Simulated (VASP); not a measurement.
Consider the following.

```
CELL_PARAMETERS angstrom
      1.61445    -2.79630     0.00000
      1.61445     2.79630     0.00000
      0.00000     0.00000     5.17331
ATOMIC_POSITIONS crystal
  Zr 0.33333 0.66667 0.25000
  Zr 0.66667 0.33333 0.75000
```

All values below come from PBE GGA, VASP's PBE PAW potentials (set 64) (plane waves; VASP 6.6.1). Numerical set-up: 480 eV cut-off, 12×12×8 Γ-centred mesh, first-order Methfessel-Paxton smearing of 0.10 eV, potentials Zr_sv.

Energy and stress use the plane-wave basis of the starting cell.

Task: The ions, cell shape and volume at an external pressure of 15.0 GPa are relaxed. Predict the relaxed structure.

Result: 
```
CELL_PARAMETERS angstrom
      1.54371    -2.67379     0.00000
      1.54371     2.67379     0.00000
      0.00000     0.00000     4.97195
ATOMIC_POSITIONS crystal
  Zr 0.33333 0.66667 0.25000
  Zr 0.66667 0.33333 0.75000
```
Space group P6_3/mmc (194), at a tolerance of 0.03 Å.

Task: How do energy and volume change from the first to the last step?

Result: The energy (σ→0) changes by +123.6 meV/atom and the volume by -12.1 %, in 8 ionic steps.

| step | E(σ→0) (eV) | max force (eV/Å) | pressure (GPa) | volume (Å³) |
|---|---|---|---|---|
| 1 | -17.0386 | 0.000 | 0.25 | 46.71 |
| 2 | -15.3422 | 0.000 | 52.50 | 33.63 |
| 3 | -16.8174 | 0.000 | 14.08 | 41.33 |
| 4 | -16.7959 | 0.000 | 14.89 | 41.09 |
| 5 | -16.7858 | 0.000 | 15.25 | 40.99 |
| 6 | -16.8015 | 0.000 | 14.64 | 41.15 |
| 7 | -16.7979 | 0.000 | 14.78 | 41.11 |
| 8 | -16.7914 | 0.000 | 14.98 | 41.04 |

The compound is Zr in the hcp structure. This run relaxes it under an external pressure of 15 GPa. Symmetry was kept, so distortions that lower it aren't found.
